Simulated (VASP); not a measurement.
Runs of VASP 6.6.1 on SiC. Symmetry: F-43m, No. 216, cubic system. The conventional cell has a = 4.379 Å, b = 4.379 Å, c = 4.379 Å, α = 90.00°, β = 90.00°, γ = 90.00°. Si (site symmetry -43m) is surrounded by 4 C at 1.90 Å. C (site symmetry -43m) has 4 Si at 1.90 Å as nearest neighbours. The cell is a database's computed one.

| level | potentials or basis | k mesh | grid for exact exchange (PRECFOCK) | screening parameter | exchange at q = 0 | gap on the mesh (eV) |
| --- | --- | --- | --- | --- | --- | --- |
| LDA | VASP PAW LDA potentials, release 64 (Si, C) | 14 × 14 × 14 | - | - | - | 1.32 |
| r2SCAN | VASP PAW PBE potentials, release 64 (Si, C) | 14 × 14 × 14 | - | - | - | (a) |
| HSE06 | VASP PAW PBE potentials, release 64 (Si, C) | 10 × 10 × 10 | Fast | 0.2 1/A | - | 2.26 |
| PBE0 | VASP PAW PBE potentials, release 64 (Si, C) | 10 × 10 × 10 | Fast | - | truncated | 2.96 |

Alike in all rows: task band structure; no spin polarisation; cell as given; cutoff (eV) 450; smearing gaussian 0.02 eV.

Estimate the missing entries.

(a) 1.73.

Runs at the PBE level aren't shown here.
